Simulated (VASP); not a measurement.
**Ti2TeS: relaxation of cell and atoms with PBE**

The system is Ti2TeS.

```
CELL_PARAMETERS angstrom
-3.30476 3.30476 2.28742
3.30476 -3.30476 2.28742
3.30476 3.30476 -2.28742
ATOMIC_POSITIONS crystal
Ti 0.50000 0.50000 0.00000
Ti 0.25000 0.75000 0.50000
Te 0.00000 0.00000 0.00000
S 0.75000 0.25000 0.50000
```

The cell was built by a generator and needn't be a form met in nature.

```yaml
Program: VASP 6.6.1
Task: relaxation of cell and atoms
Functional: PBE
Potentials_or_basis: VASP PAW PBE potentials, release 64 (Ti_sv, Te, S)
Cutoff: 520 eV
k_mesh: 4 × 4 × 4
Occupations: gaussian, width 0.15 eV
Spin: no spin polarisation
Further_INCAR_settings: PREC = Normal; ALGO = Fast; EDIFF = 0.0001; IBRION = 2; EDIFFG = -0.08; NSW = 24; ISIF = 3
```

The relaxed volume is 19.67 Å³/atom. The relaxed cell is a = 4.680 Å, b = 4.680 Å, c = 4.680 Å, α = 107.72°, β = 107.72°, γ = 113.04°. The space group after relaxing (to 0.05 Å) is I-4m2 (No. 119) and the energy gained by relaxing is 542.2 meV/atom. The ionic steps are 12. The pressure after relaxing is -0.4 GPa and the band gap on the k mesh is none (metal or under the smearing width).

The path:
```
step  energy change (eV)  largest force (eV/Å)  pressure (GPa)  volume (Å³)
   1              0.0000                0.0000            8.58        99.93
   2              0.6424                0.0000          -14.26       116.30
   3             -1.1404                0.0000           -7.08       106.53
   4             -1.1486                0.0000           -6.67       106.15
   5             -1.1488                0.0000           -6.39       105.94
   6             -1.7280                0.0000           -5.23        93.89
   7             -2.1330                0.0000           -0.39        80.43
   8             -2.1373                0.0000            3.38        75.77
   9             -2.1491                0.0000            2.21        77.74
  10             -2.1483                0.0000            1.38        78.38
  11             -2.1607                0.0000           -1.26        78.85
  12             -2.1688                0.0000           -0.44        78.67
```

Final structure:
```
Ti Te S
1.0
    -2.76008    2.76008    2.58181
     2.76008   -2.76008    2.58181
     2.76008    2.76008   -2.58181
Ti Te S
2 1 1
Direct
  0.50000 0.50000 0.00000
  0.25000 0.75000 0.50000
  0.00000 0.00000 0.00000
  0.75000 0.25000 0.50000
```

Levels at points of the mesh, in eV from the Fermi level:
```
           k point  band 14  band 15  band 16  band 17  band 18  band 19  band 20  band 21  band 22
(0.00, 0.00, 0.00)    -3.24    -2.38    -2.38    -1.56    -0.58    -0.08    -0.08     0.17     1.10
(0.50, 0.00, 0.00)    -3.39    -2.36    -1.88    -0.03     0.27     0.40     0.44     1.25     1.31
(0.50, 0.50, 0.00)    -3.81    -1.81    -1.79    -0.72    -0.65    -0.20    -0.10     1.07     1.33
(0.50, 0.50, 0.50)    -4.07    -0.73    -0.73     0.08     0.08     0.48     0.59     0.76     0.79
```

Wall time 2.7 min on 1 thread of Intel(R) Xeon(R) 6975P-C (Granite Rapids) (shared host), peak memory 0.19 GiB.

Caveat: the k mesh is coarse (spacing up to 0.42 Å⁻¹), so the values aren't converged; the volume moved by over 15 % at a fixed basis, so the end points are rough; the relaxation stopped at a loose force limit of 0.08 eV/Å, so its end isn't a converged minimum. The run has no spin-orbit coupling, so splittings on Te are missing.
